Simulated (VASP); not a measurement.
A convergence study with VASP on Mg₂Sn (antifluorite): one setting is varied, all else stays as given below, so the limit is that of these other settings.

```yaml
crystal:
  lattice:
    - [0.00000, 3.38000, 3.38000]
    - [3.38000, 0.00000, 3.38000]
    - [3.38000, 3.38000, 0.00000]
  atoms:
    - { symbol: Mg, position: [0.25000, 0.25000, 0.25000] }
    - { symbol: Mg, position: [0.75000, 0.75000, 0.75000] }
    - { symbol: Sn, position: [0.00000, 0.00000, 0.00000] }
```

Calculation: PBE GGA, VASP's PBE PAW potentials (set 64) (plane waves; VASP). The tightest run used: 550 eV cut-off, 14×14×14 Γ-centred mesh, Gaussian smearing of 0.050 eV, potentials Mg Sn_d.

**Question.** The settings run are 1×1×1 mesh; 2×2×2 mesh; 3×3×3 mesh; 4×4×4 mesh; 5×5×5 mesh; 6×6×6 mesh; 7×7×7 mesh; 8×8×8 mesh; 9×9×9 mesh; 10×10×10 mesh; 11×11×11 mesh; 12×12×12 mesh; 13×13×13 mesh; 14×14×14 mesh. From which on does the stress (every component) stay within 0.5 GPa of the tightest run?

**Answer.** From 3×3×3 mesh on: it is off by 0.16 there and by no more than 0.5 in any finer run, while 2×2×2 mesh is off by 3.18.
```tsv
setting	E (eV/atom)	pressure (GPa)	irreducible k-points	difference judged (GPa)
1×1×1 mesh	1.9730	11.47	1	10.50
2×2×2 mesh	-1.7961	4.16	3	3.18
3×3×3 mesh	-2.2791	0.81	4	0.16
4×4×4 mesh	-2.4158	1.04	8	0.06
5×5×5 mesh	-2.4521	0.94	10	0.04
6×6×6 mesh	-2.4674	0.91	16	0.06
7×7×7 mesh	-2.4723	0.91	20	0.06
8×8×8 mesh	-2.4748	0.97	29	0.00
9×9×9 mesh	-2.4756	0.93	35	0.04
10×10×10 mesh	-2.4760	0.92	47	0.05
11×11×11 mesh	-2.4763	0.99	56	0.01
12×12×12 mesh	-2.4764	0.98	72	0.00
13×13×13 mesh	-2.4764	0.97	84	0.00
14×14×14 mesh	-2.4764	0.97	104	0.00
```

Left out are rungs that failed or repeat a setting and relaxations that didn't move; long series are thinned to 24 rows.

The compound is Mg2Sn in the antifluorite structure. The cell was not relaxed at this level.
